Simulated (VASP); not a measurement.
Consider the following.

```xyz
3
Lattice="3.1904 0.0000 0.0000 -1.5952 2.7630 0.0000 0.0000 0.0000 19.4421" Properties=species:S:1:pos:R:3 pbc="T T T"
Mo     1.5952     0.9210     9.7211
S      0.0000     1.8420    11.2898
S      0.0000     1.8420     8.1524
```

These are optB88-vdW, VASP's PBE PAW potentials (set 64) (plane waves; VASP 6.6.1) values and carry that method's errors. Settings: PREC = Normal, 400 eV cut-off, 12×12×1 Γ-centred mesh, Gaussian smearing of 0.050 eV, potentials Mo_sv S.

Q: What does the run give for the energy per atom (σ→0), band gap (on the k-mesh) with the smallest direct gap where there is one?

A: 
The band gap (on the k-mesh) is 1.66 eV. The smallest direct gap (on the k-mesh) is 1.67 eV and the energy per atom (σ→0) is -496.4 kJ/mol-atom.

The cell is a sheet with vacuum, built from MoS2 (2H layered).
